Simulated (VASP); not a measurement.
Here is the system:

```xyz
3
Lattice="-1.6050 1.6050 3.9150 1.6050 -1.6050 3.9150 1.6050 1.6050 -3.9150" Properties=species:S:1:pos:R:3 pbc="T T T"
Si     0.0000     0.0000     5.2069
Si     0.0000     0.0000     2.6231
W      0.0000     0.0000     0.0000
```

These are SCAN meta-GGA, VASP's PBE PAW potentials (set 64) (plane waves; VASP 6.6.1) values and carry that method's errors. Settings: 400 eV cut-off, 12×12×12 Γ-centred mesh, first-order Methfessel-Paxton smearing of 0.10 eV, potentials Si W_sv.

Question: Give the stress tensor in GPa (positive for a compressed cell).

Answer: 
```
-2.44   0.00   0.00
 0.00  -2.44   0.00
 0.00   0.00  -2.80
```
The pressure is its mean diagonal, -2.56 GPa.

The compound is WSi2 in the MoSi2 type structure. The cell was not relaxed at this level. The run is one of a series of settings (GGA removed, LMIXTAU = .TRUE., METAGGA = SCAN against the base run), some of them coarse on purpose.
